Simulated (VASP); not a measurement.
## PdAu3: relaxation of cell and atoms with LDA

PdAu3:

```
CELL_PARAMETERS angstrom
4.00325 0.00000 0.00000
0.00000 4.00325 0.00000
0.00000 0.00000 4.00325
ATOMIC_POSITIONS crystal
Pd 0.00000 0.00000 0.00000
Au 0.00000 0.50000 0.50000
Au 0.50000 0.00000 0.50000
Au 0.50000 0.50000 0.00000
```

The cell was built by a generator and needn't be a form met in nature.

```
Program                : VASP 6.6.1
Task                   : relaxation of cell and atoms
Functional             : LDA
Potentials or basis    : VASP PAW LDA potentials, release 64 (Pd, Au)
Cutoff                 : 600 eV
k mesh                 : 5 × 5 × 5
Occupations            : fermi-dirac, width 0.0102 eV
Spin                   : no spin polarisation
Dipole correction      : no
Further INCAR settings : ALGO = Fast; EDIFF = 1e-07; IBRION = 2; EDIFFG = -0.01; NSW = 60; ISIF = 3
```

```
Relaxed volume                         : 15.93 Å³/atom
Relaxed cell                           : a = 3.994 Å, b = 3.994 Å, c = 3.994 Å, α = 90.00°, β = 90.00°, γ = 90.00°
Space group after relaxing (to 0.05 Å) : Pm-3m (No. 221)
Energy gained by relaxing              : 0.5 meV/atom
Ionic steps                            : 3
Pressure after relaxing                : -0.1 GPa
Band gap on the k mesh                 : none (metal or under the smearing width)
```

Step by step:
```
step  energy change (eV)  largest force (eV/Å)  pressure (GPa)  volume (Å³)
   1              0.0000                0.0000           -1.39        64.16
   2              0.0052                0.0000            2.81        62.87
   3             -0.0020                0.0000           -0.05        63.71
```

Final structure:
```yaml
crystal:
  lattice:
    - [3.99394, 0.00000, 0.00000]
    - [0.00000, 3.99394, 0.00000]
    - [0.00000, 0.00000, 3.99394]
  atoms:
    - { symbol: Pd, position: [0.00000, 0.00000, 0.00000] }
    - { symbol: Au, position: [0.00000, 0.50000, 0.50000] }
    - { symbol: Au, position: [0.50000, 0.00000, 0.50000] }
    - { symbol: Au, position: [0.50000, 0.50000, 0.00000] }
```

Levels at points of the mesh, in eV from the Fermi level:
```
           k point  band 18  band 19  band 20  band 21  band 22  band 23  band 24  band 25
(0.00, 0.00, 0.00)    -1.13    -0.64    -0.64    -0.64     1.26     1.26     1.26     6.41
```

Wall time 25 s on 1 thread of Intel(R) Xeon(R) Platinum 8488C (Sapphire Rapids), with other jobs on the host, peak memory 0.16 GiB.

The run has no spin-orbit coupling, so splittings on Au are missing.
